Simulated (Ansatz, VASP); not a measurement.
One calculation of LuBe4, two programs

```xyz
5
Lattice="-2.9994 2.9994 2.9994 2.9994 -2.9994 2.9994 2.9994 2.9994 -2.9994" Properties=species:S:1:pos:R:3 pbc="T T T"
Lu    0.0000    0.0000    0.0000
Be    1.4997    1.4997   -1.4997
Be   -1.4997    1.4997    1.4997
Be    1.4997    1.4997    1.4997
Be    1.4997   -1.4997    1.4997
```

Change from the starting cell: species swapped into the NiHg4 type (Im-3m, No. 229).

Alike in both runs: functional PBE; k mesh 6 × 6 × 6; occupations gaussian, width 0.1 eV; no spin polarisation.

Ansatz relaxed the structure, and its values are those at the end. VASP's run is a single point on that final structure, the one shown.

|  | VASP | Ansatz |
| --- | --- | --- |
| version | VASP 6.6.1 | Ansatz 0.2.0 |
| potentials or method | VASP PAW PBE potentials, release 64 (Lu, Be) | scalar-relativistic, plane waves, PAW |
| plane-wave cutoff (eV) | 520 | 420 |
| valence electrons in the cell | 33 | 33 |

|  | VASP | Ansatz | Ansatz less VASP |
| --- | --- | --- | --- |
| gap on the k mesh at the Fermi level (eV) | none | none | - |
| pressure (GPa) | 0.2 | 0.2 | -0.09 |

A gap of «none» marks a metal or a gap that the smearing closes. With one functional, cell and mesh, what is left measures potentials, basis and numerics.

Spin-orbit coupling is left out, which matters for the levels of Lu.
